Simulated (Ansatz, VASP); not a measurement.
# Si8W18O15 (amorphous SiO2 against W(110), -2 O): VASP beside Ansatz, part 2 of 3

One calculation is typed for both programs; each brings its own data sets. How far apart do they land? Of the first pair: The structure shown is the start of the Ansatz relaxation below; VASP solves that cell, so the two are compared at the walk's first step.

VASP 6.6.1 and Ansatz 0.2.0.

So far: Set-up; Ansatz: relaxation, PBE.

### Step 3. VASP: single point, PBE, start cell, pair 1

Level of this step: PBE, no spin polarisation; plane waves and PAW (W, Si, O) (VASP).

The same cell, functional, mesh and smearing now go to VASP, with its own data sets.

Lines of VASP's logs that name or quote its potential files are left out, and so is its time.

File INCAR:

```
SYSTEM = Si8W18O15
PREC = Accurate
ENCUT = 520
EDIFF = 1E-06
NELM = 120
ISMEAR = -1
SIGMA = 0.1
LREAL = Auto
ALGO = Normal
GGA = PE
NBANDS = 288
LASPH = .TRUE.
LORBIT = 11
LWAVE = .FALSE.
LCHARG = .FALSE.
ISIF = 2
GGA_COMPAT = .FALSE.
KPAR = 4
```

File POSCAR:

```
Si8W18O15
1.0
    9.5400000000      0.0000000000      0.0000000000
    0.0000000000      8.9944000000      0.0000000000
    0.0000000000      0.0000000000     17.5473400000
W Si O
36 16 30
Direct
    0.9920649895      0.0183447478      0.2075528257
    0.1559853249      0.0179000267      0.0784620347
    0.9905136268      0.2677999644      0.0805421221
    0.1588155136      0.2677110202      0.2062477846
    0.1599895178      0.0176776661      0.3321700041
    0.9961425577      0.2676220760      0.3408208880
    0.9912788260      0.5166103353      0.2079118544
    0.1569182390      0.5179556168      0.0768606524
    0.9893501048      0.7678110825      0.0790718137
    0.1579664570      0.7673218892      0.2050396242
    0.1603668763      0.5167215156      0.3323979589
    0.9927987421      0.7671328827      0.3341304152
    0.3256079665      0.0163323846      0.2046293056
    0.4932599581      0.0180000889      0.0774191416
    0.3241299790      0.2674108334      0.0780118240
    0.4922431866      0.2678889087      0.2035807137
    0.4912578616      0.0172218269      0.3329279538
    0.3290461216      0.2670328204      0.3312809805
    0.3253354298      0.5180334430      0.2054499428
    0.4917819706      0.5179111447      0.0754416339
    0.3246645702      0.7688784132      0.0767181806
    0.4920440252      0.7666548074      0.2043386633
    0.4914884696      0.5173663613      0.3319819414
    0.3251991614      0.7674775416      0.3322383905
    0.6579245283      0.0170105844      0.2060597219
    0.8257651992      0.0177443743      0.0797214849
    0.6607547170      0.2676220760      0.0791174047
    0.8257232704      0.2674108334      0.2067891772
    0.8253144654      0.0170995286      0.3329507492
    0.6588259958      0.2669216401      0.3318109753
    0.6592452830      0.5181446233      0.2058089716
    0.8255660377      0.5176554300      0.0781087048
    0.6609643606      0.7681335053      0.0784620347
    0.8251886792      0.7678555546      0.2060426253
    0.8240041929      0.5175220137      0.3319078561
    0.6576624738      0.7676109579      0.3329678458
    0.6955974843      0.3157964956      0.5889781585
    0.1374633124      0.4756848706      0.6210172026
    0.4069392034      0.9215623054      0.7765222535
    0.7278406709      0.5504313795      0.6436474132
    0.1337735849      0.0669750067      0.6219518172
    0.2133123690      0.1468135729      0.7983888156
    0.0928511530      0.2867339678      0.4847287395
    0.3214570231      0.5543338077      0.9607610042
    0.8244758910      0.0568242462      0.6556378346
    0.9405345912      0.7024704260      0.7634319504
    0.4566352201      0.4521368852      0.6260720998
    0.4695807128      0.2466090012      0.7672672895
    0.7726834382      0.2197367251      0.8005087951
    0.7152096436      0.9052632749      0.7951689544
    0.1884276730      0.7930045362      0.6801714676
    0.0180922432      0.3953126390      0.7878003162
    0.7661635220      0.0542893356      0.8417515133
    0.7334696017      0.9284554834      0.7002485847
    0.5607023061      0.6030641288      0.6344095458
    0.8450209644      0.6428444365      0.6889819198
    0.3200000000      0.5621942542      0.8703085482
    0.7727358491      0.4738948679      0.5590476961
    0.7075681342      0.3800920573      0.6788322333
    0.4648322851      0.0747353909      0.7311079628
    0.1743291405      0.1780441163      0.5515194896
    0.5524318658      0.8596682380      0.8155025206
    0.0542767296      0.8305501201      0.7380092937
    0.3008490566      0.4705261051      0.5933890835
    0.4322012579      0.3759895046      0.7079078652
    0.6129874214      0.2759161256      0.8117583634
    0.0313312369      0.5738125945      0.8069827108
    0.0726415094      0.3927777284      0.6971427008
    0.2190880503      0.9125900560      0.6119275058
    0.2714255765      0.9824112781      0.8282394938
    0.9701362683      0.0130414480      0.6154722026
    0.8593501048      0.1740193898      0.7226223462
    0.1782389937      0.1261562750      0.7067225004
    0.0490251572      0.4242195144      0.5457123416
    0.8221907757      0.7724361825      0.8199305422
    0.5297274633      0.3308503069      0.5670603066
    0.1240985325      0.6510717780      0.6371393043
    0.0863522013      0.2497220493      0.8312598947
    0.7407547170      0.1429333808      0.5857981894
    0.3381027254      0.7868896202      0.7259219916
    0.8586477987      0.3696077559      0.8215490211
    0.3410167715      0.2540691986      0.8262391907
```

File KPOINTS:

```
Automatic mesh
0
Gamma
2 2 1
0 0 0
```

PAW data sets: W, Si and O (PBE family, release 64).

Started as:

```sh
> mpirun -np 8 vasp_std
```

Numbers of over 12 decimals in the logs are rounded to 6 here.

Output:

```text
[banner, memory and clock lines left out]
running    8 mpi-ranks, on    1 nodes
[...]
|                                                                             |
|           W    W    AA    RRRRR   N    N  II  N    N   GGGG   !!!           |
|           W    W   A  A   R    R  NN   N  II  NN   N  G    G  !!!           |
|           W    W  A    A  R    R  N N  N  II  N N  N  G       !!!           |
|           W WW W  AAAAAA  RRRRR   N  N N  II  N  N N  G  GGG   !            |
|           WW  WW  A    A  R   R   N   NN  II  N   NN  G    G                |
|           W    W  A    A  R    R  N    N  II  N    N   GGGG   !!!           |
|                                                                             |
|     For optimal performance we recommend to set                             |
|       NCORE = 2 up to number-of-cores-per-socket                            |
|     NCORE specifies how many cores store one orbital (NPAR=cpu/NCORE).      |
|     This setting can greatly improve the performance of VASP for DFT.       |
|     The default, NCORE=1 might be grossly inefficient on modern             |
|     multi-core architectures or massively parallel machines. Do your        |
|     Unfortunately you need to use the default for GW and RPA                |
|     calculations (for HF NCORE is supported but not extensively tested      |
|     yet).                                                                   |
|                                                                             |

 LDA part: xc-table for (Slater+PW92), standard interpolation
 POSCAR, INCAR and KPOINTS ok, starting setup
[...]
entering main loop
       N       E                     dE             d eps       ncg     rms          rms(c)
DAV:   1     0.284151950512E+04    0.28415E+04   -0.21116E+05  2304   0.142E+03
DAV:   2    -0.475917985697E+03   -0.33174E+04   -0.31571E+04  2896   0.352E+02
DAV:   3    -0.845941233458E+03   -0.37002E+03   -0.36344E+03  2928   0.117E+02
DAV:   4    -0.858924983687E+03   -0.12984E+02   -0.12873E+02  2920   0.217E+01
[...]
DAV:  22    -0.782766147272E+03    0.12865E-05   -0.22381E-05  2976   0.108E-02    0.102E-02
DAV:  23    -0.782766145867E+03    0.14057E-05   -0.90342E-06  2592   0.709E-03    0.610E-03
DAV:  24    -0.782766145680E+03    0.18700E-06   -0.35038E-06  2144   0.498E-03
   1 F= -.78276615E+03 E0= -.78224801E+03  d E =-.103628E+01
```

Parts of OUTCAR (step 3):

```text
  FREE ENERGIE OF THE ION-ELECTRON SYSTEM (eV)
  ---------------------------------------------------
  free  energy   TOTEN  =      -782.7661456796 eV

  energy  without entropy=     -781.7298656998  energy(sigma->0) =     -782.24800569
```

This run has no spin polarisation, so a moment on W, if there is one, isn't seen.

### Step 4. Comparison

Known differences besides the potentials themselves: the data sets hold 748 valence electrons in Ansatz (on its default PAW (the set named soft_2) files) and 460 in VASP; the cutoff is 420 eV in Ansatz and 520 eV in VASP (PREC = Accurate, projectors in real space). Total energies have different zeros and are not compared.

Forces on 10 of the 82 atoms, those with the largest forces and the largest differences (eV/Å; atoms numbered as in POSCAR):

```
atom         Ansatz x, y, z           VASP x, y, z
  W6   0.378, -0.069, 0.962   0.410, -0.068, 0.849
 W12  0.066, -0.030, -0.725  0.067, -0.026, -0.893
 W17  0.035, -0.116, -0.690  0.034, -0.109, -0.863
 W27  -0.064, -0.064, 0.435  -0.061, -0.071, 0.619
 W32  -0.073, -0.132, 0.790  -0.079, -0.131, 0.956
 W35   0.034, 0.161, -0.180   0.032, 0.170, -0.378
Si44  0.015, -0.028, -0.606  0.019, -0.033, -0.387
 O57    0.073, 0.069, 1.744    0.072, 0.080, 1.577
 O61  -0.477, 0.139, -0.708  -0.481, 0.144, -0.707
 O74  0.363, -0.359, -0.727  0.347, -0.355, -0.729
```

The forces differ by 60 meV/Å r.m.s., which is 22.8 % of the r.m.s. force of 0.263 eV/Å (both taken over all components).

### Step 5. Ansatz: relaxation, PBE

This run makes the geometry at which the two programs are then compared. The cell compared in this pair holds 1495.91 Å³, against 1505.68 Å³ for the pair before.

The structure compared here is the end of the Ansatz relaxation.

File input.yaml:

```yaml
crystal:
  lattice:
    - [9.54, 0.0, 0.0]
    - [0.0, 8.9944, 0.0]
    - [0.0, 0.0, 17.54734]
  atoms:
    - { symbol: W, position: [0.99207, 0.01835, 0.20755] }
    - { symbol: W, position: [0.15599, 0.0179, 0.07846] }
    - { symbol: W, position: [0.99051, 0.2678, 0.08054] }
    - { symbol: W, position: [0.15882, 0.26771, 0.20625] }
    - { symbol: W, position: [0.15999, 0.01768, 0.33217] }
    - { symbol: W, position: [0.99614, 0.26762, 0.34082] }
    - { symbol: W, position: [0.99128, 0.51661, 0.20791] }
    - { symbol: W, position: [0.15692, 0.51796, 0.07686] }
    - { symbol: W, position: [0.98935, 0.76781, 0.07907] }
    - { symbol: W, position: [0.15797, 0.76732, 0.20504] }
    - { symbol: W, position: [0.16037, 0.51672, 0.3324] }
    - { symbol: W, position: [0.9928, 0.76713, 0.33413] }
    - { symbol: W, position: [0.32561, 0.01633, 0.20463] }
    - { symbol: W, position: [0.49326, 0.018, 0.07742] }
    - { symbol: W, position: [0.32413, 0.26741, 0.07801] }
    - { symbol: W, position: [0.49224, 0.26789, 0.20358] }
    - { symbol: W, position: [0.49126, 0.01722, 0.33293] }
    - { symbol: W, position: [0.32905, 0.26703, 0.33128] }
    - { symbol: W, position: [0.32534, 0.51803, 0.20545] }
    - { symbol: W, position: [0.49178, 0.51791, 0.07544] }
    - { symbol: W, position: [0.32466, 0.76888, 0.07672] }
    - { symbol: W, position: [0.49204, 0.76666, 0.20434] }
    - { symbol: W, position: [0.49149, 0.51737, 0.33198] }
    - { symbol: W, position: [0.3252, 0.76748, 0.33224] }
    - { symbol: W, position: [0.65792, 0.01701, 0.20606] }
    - { symbol: W, position: [0.82577, 0.01774, 0.07972] }
    - { symbol: W, position: [0.66075, 0.26762, 0.07912] }
    - { symbol: W, position: [0.82572, 0.26741, 0.20679] }
    - { symbol: W, position: [0.82531, 0.0171, 0.33295] }
    - { symbol: W, position: [0.65883, 0.26692, 0.33181] }
    - { symbol: W, position: [0.65924, 0.51815, 0.20581] }
    - { symbol: W, position: [0.82557, 0.51765, 0.07811] }
    - { symbol: W, position: [0.66096, 0.76813, 0.07846] }
    - { symbol: W, position: [0.82519, 0.76786, 0.20604] }
    - { symbol: W, position: [0.824, 0.51752, 0.33191] }
    - { symbol: W, position: [0.65766, 0.76761, 0.33297] }
    - { symbol: Si, position: [0.6956, 0.3158, 0.58898] }
    - { symbol: Si, position: [0.13746, 0.47569, 0.62102] }
    - { symbol: Si, position: [0.40694, 0.92156, 0.77652] }
    - { symbol: Si, position: [0.72784, 0.55043, 0.64365] }
    - { symbol: Si, position: [0.13377, 0.06697, 0.62195] }
    - { symbol: Si, position: [0.21331, 0.14681, 0.79839] }
    - { symbol: Si, position: [0.09285, 0.28673, 0.48473] }
    - { symbol: Si, position: [0.32146, 0.55433, 0.96076] }
    - { symbol: Si, position: [0.82448, 0.05682, 0.65564] }
    - { symbol: Si, position: [0.94053, 0.70247, 0.76343] }
    - { symbol: Si, position: [0.45664, 0.45214, 0.62607] }
    - { symbol: Si, position: [0.46958, 0.24661, 0.76727] }
    - { symbol: Si, position: [0.77268, 0.21974, 0.80051] }
    - { symbol: Si, position: [0.71521, 0.90526, 0.79517] }
    - { symbol: Si, position: [0.18843, 0.793, 0.68017] }
    - { symbol: Si, position: [0.01809, 0.39531, 0.7878] }
    - { symbol: O, position: [0.76616, 0.05429, 0.84175] }
    - { symbol: O, position: [0.73347, 0.92846, 0.70025] }
    - { symbol: O, position: [0.5607, 0.60306, 0.63441] }
    - { symbol: O, position: [0.84502, 0.64284, 0.68898] }
    - { symbol: O, position: [0.32, 0.56219, 0.87031] }
    - { symbol: O, position: [0.77274, 0.4739, 0.55905] }
    - { symbol: O, position: [0.70757, 0.38009, 0.67883] }
    - { symbol: O, position: [0.46483, 0.07473, 0.73111] }
    - { symbol: O, position: [0.17433, 0.17804, 0.55152] }
    - { symbol: O, position: [0.55243, 0.85967, 0.8155] }
    - { symbol: O, position: [0.05428, 0.83055, 0.73801] }
    - { symbol: O, position: [0.30085, 0.47053, 0.59339] }
    - { symbol: O, position: [0.4322, 0.37599, 0.70791] }
    - { symbol: O, position: [0.61299, 0.27592, 0.81176] }
    - { symbol: O, position: [0.03133, 0.57381, 0.80698] }
    - { symbol: O, position: [0.07264, 0.39278, 0.69714] }
    - { symbol: O, position: [0.21909, 0.91259, 0.61193] }
    - { symbol: O, position: [0.27143, 0.98241, 0.82824] }
    - { symbol: O, position: [0.97014, 0.01304, 0.61547] }
    - { symbol: O, position: [0.85935, 0.17402, 0.72262] }
    - { symbol: O, position: [0.17824, 0.12616, 0.70672] }
    - { symbol: O, position: [0.04902, 0.42422, 0.54571] }
    - { symbol: O, position: [0.82219, 0.77244, 0.81993] }
    - { symbol: O, position: [0.52973, 0.33085, 0.56706] }
    - { symbol: O, position: [0.1241, 0.65107, 0.63714] }
    - { symbol: O, position: [0.08635, 0.24972, 0.83126] }
    - { symbol: O, position: [0.74075, 0.14293, 0.5858] }
    - { symbol: O, position: [0.3381, 0.78689, 0.72592] }
    - { symbol: O, position: [0.85865, 0.36961, 0.82155] }
    - { symbol: O, position: [0.34102, 0.25407, 0.82624] }
kpoints:
  mp_grid: { grid: [2, 2, 1] }
hamiltonian:
  xc: pbe
scf:
  occupations: { method: fermi_dirac, width: 0.1 }
output:
  forces: true
relax:
  f_tol: 0.04
  max_steps: 250
  cell: { fix: [a, b, alpha, beta, gamma] }
```

Started as:

```sh
> ansatz run input.yaml --threads 4 --pin off --max-ram 8192MiB --backend cpu --events-out ev --progress --plain --runs-dir out
```

Output:

```text
[...]
Crystal: 82 atoms, lattice volume = 1505.677 Å³
Basis set: ecut = 420 eV, 29379 PW (Γ), exchange–correlation on 128×128×240 points (8 copies of the dense FFT grid, shifted against one another)
Bands: 456, of which v1, the nominal top of the filled ones, is band 374 counted from 1 (373 counted from 0)
Symmetry: 1 space group operations
[...]
k-points: 4
[...]
- { symbol: O, position: [0.637929, 0.573755, 0.571409] }
    - { symbol: O, position: [0.899857, 0.622594, 0.640633] }
    - { symbol: O, position: [0.269205, 0.535766, 0.924151] }
    - { symbol: O, position: [0.853065, 0.643892, 0.481215] }
    - { symbol: O, position: [0.841148, 0.383716, 0.559335] }
    - { symbol: O, position: [0.511261, 0.062293, 0.695061] }
[...]
- { symbol: O, position: [0.759178, 0.094812, 0.539902] }
    - { symbol: O, position: [0.371817, 0.804364, 0.723323] }
    - { symbol: O, position: [0.918602, 0.335852, 0.789974] }
    - { symbol: O, position: [0.390735, 0.301126, 0.745199] }
[key lines of the parts left out:]
P = ⅓ Tr σ = -1.0746 GPa (-10.746 kbar)
```

(Continued in part 3 of 3.)

[Lines on the potential files, build, host, timing and source positions are cut from VASP's logs without a mark.]

[Logs are printed without paths, hosts, clocks, repeated set-up lines and the standing remarks that a program may print on its own settings, such as how far it seeks lower states.]

[Hosts, paths, dates, database ids (printed as entryN), source tags and the programs' standing remarks are cut or masked in the printed files.]
